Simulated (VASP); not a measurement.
A convergence study with VASP on Eu (bcc): one setting is varied, all else stays as given below, so the limit is that of these other settings.

```xyz
1
Lattice="-2.2900 2.2900 2.2900 2.2900 -2.2900 2.2900 2.2900 2.2900 -2.2900" Properties=species:S:1:pos:R:3 pbc="T T T"
Eu     0.0000     0.0000     0.0000
```

These are PBE GGA, VASP's PBE PAW potentials (set 64) (plane waves; VASP 6.6.1) values and carry that method's errors. The tightest run used: 550 eV cut-off, 17×17×17 Monkhorst-Pack mesh, first-order Methfessel-Paxton smearing of 0.10 eV, potentials Eu_2.

The 4f electrons are frozen in the core of the lanthanide potential, so 4f levels, which can set the real gap, and their magnetism are missing.

The reference is 17×17×17 mesh, which took about 30 core-seconds. Times come from single runs on busy shared machines, so they are rough: good to a factor of about 2.

Problem. Of the settings 1×1×1 mesh; 2×2×2 mesh; 3×3×3 mesh; 4×4×4 mesh; 5×5×5 mesh; 6×6×6 mesh; 7×7×7 mesh; 8×8×8 mesh; 9×9×9 mesh; 10×10×10 mesh; 11×11×11 mesh; 12×12×12 mesh; 13×13×13 mesh; 14×14×14 mesh; 15×15×15 mesh; 16×16×16 mesh; 17×17×17 mesh, which is the lowest that keeps the difference from the reference in E (eV/atom) within 0.01 from there on, and what does it cost?

Solution. 5×5×5 mesh; its cost over the reference is about 1/8.
| setting | difference in E (eV/atom) | cost over the reference |
|---|---|---|
| 1×1×1 mesh | 4.3491 | about 1/20 |
| 2×2×2 mesh | 0.1956 | about 1/10 |
| 3×3×3 mesh | 0.1978 | about 1/10 |
| 4×4×4 mesh | 0.0185 | about 1/10 |
| 5×5×5 mesh | 0.0049 | about 1/8 |
| 6×6×6 mesh | 0.0025 | about 1/7 |
| 7×7×7 mesh | 0.0018 | about 1/6 |
| 8×8×8 mesh | 0.0001 | about 1/5 |
| 9×9×9 mesh | 0.0032 | about 1/4 |
| 10×10×10 mesh | 0.0003 | about 1/3 |
| 11×11×11 mesh | 0.0018 | about 1/3 |
| 12×12×12 mesh | 0.0019 | about 1/2 |
| 13×13×13 mesh | 0.0008 | within a factor of 2 |
| 14×14×14 mesh | 0.0003 | within a factor of 2 |
| 15×15×15 mesh | 0.0007 | within a factor of 2 |
| 16×16×16 mesh | 0.0010 | within a factor of 2 |
| 17×17×17 mesh | 0.0000 | reference |

Left out are rungs that failed or repeat a setting and relaxations that didn't move; long series are thinned to 24 rows.

The compound is Eu in the bcc structure. The cell was not relaxed at this level.
